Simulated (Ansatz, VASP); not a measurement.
# Two plane-wave programs on Cu2PbS4

File INCAR:

```
SYSTEM = Cu2PbS4
PREC = Accurate
ENCUT = 520
EDIFF = 1E-6
ISMEAR = 0
SIGMA = 0.2
LREAL = .FALSE.
LASPH = .TRUE.
NELM = 100
ALGO = Normal
ISIF = 2
LWAVE = .FALSE.
LCHARG = .TRUE.
GGA = PE
LELF = .TRUE.
LVHAR = .TRUE.
NBANDS = 39
```

Contents of KPOINTS:

```
Automatic mesh
0
G
  4 4 4
  0 0 0
```

File POSCAR:

```
Cu2PbS4
1.0
    5.2512769454      0.0000000000      0.0000000000
    0.0000000000      5.2512769454      0.0000000000
    0.0000000000      0.0000000000      5.6566216082
Cu Pb S
2 1 4
Direct
    0.5000000000      0.0000000000      0.0000000000
    0.0000000000      0.5000000000      0.0000000000
    0.0000000000      0.0000000000      0.5000000000
    0.7200954419      0.7200954419      0.2261670319
    0.7200954419      0.2799045581      0.7738329681
    0.2799045581      0.2799045581      0.2261670319
    0.2799045581      0.7200954419      0.7738329681
```

Input for Ansatz:

```yaml
crystal:
  lattice:
    - [5.2512769454, 0.0, 0.0]
    - [0.0, 5.2512769454, 0.0]
    - [0.0, 0.0, 5.6566216082]
  atoms:
    - { symbol: Cu, position: [0.5, 0.0, 0.0] }
    - { symbol: Cu, position: [0.0, 0.5, 0.0] }
    - { symbol: Pb, position: [0.0, 0.0, 0.5] }
    - { symbol: S, position: [0.7200954419, 0.7200954419, 0.2261670319] }
    - { symbol: S, position: [0.7200954419, 0.2799045581, 0.7738329681] }
    - { symbol: S, position: [0.2799045581, 0.2799045581, 0.2261670319] }
    - { symbol: S, position: [0.2799045581, 0.7200954419, 0.7738329681] }
basis:
  ecutwfc: 420
kpoints:
  mp_grid: { grid: [4, 4, 4] }
hamiltonian:
  xc: pbe
scf:
  occupations: { method: gaussian, width: 0.2 }
  lower_state_search: "off"
output:
  forces: true
  stress: true
  eigenvalues: true
```

Alike in both runs: task single point; functional PBE; k mesh 4 × 4 × 4; occupations gaussian, width 0.2 eV; no spin polarisation.

|  | VASP | Ansatz |
| --- | --- | --- |
| version | VASP 6.6.1 | Ansatz 0.2.0 |
| potentials or method | VASP PAW PBE potentials, release 64 (Cu, Pb_d, S) | scalar-relativistic, plane waves, PAW |
| plane-wave cutoff (eV) | 520 | 420 |
| valence electrons in the cell | 60 | 76 |

```tsv
	VASP	Ansatz	Ansatz less VASP
gap on the k mesh at the Fermi level (eV)	none	none	-
pressure (GPa)	0.0	0.1	+0.08
largest component of the traceless stress (GPa)	0.28	0.25	-0.033
rms of the force components (eV/Å)	0.009	0.024	+0.0152
```

Atom by atom the forces differ by 0.017 eV/Å (rms over components). A gap of «none» marks a metal or a gap that the smearing closes. The two sets of potentials don't hold the same shells in valence.

Caveats: the run has no spin polarisation, though such a crystal can be magnetic. Spin-orbit coupling is left out, which matters for the levels of Pb.
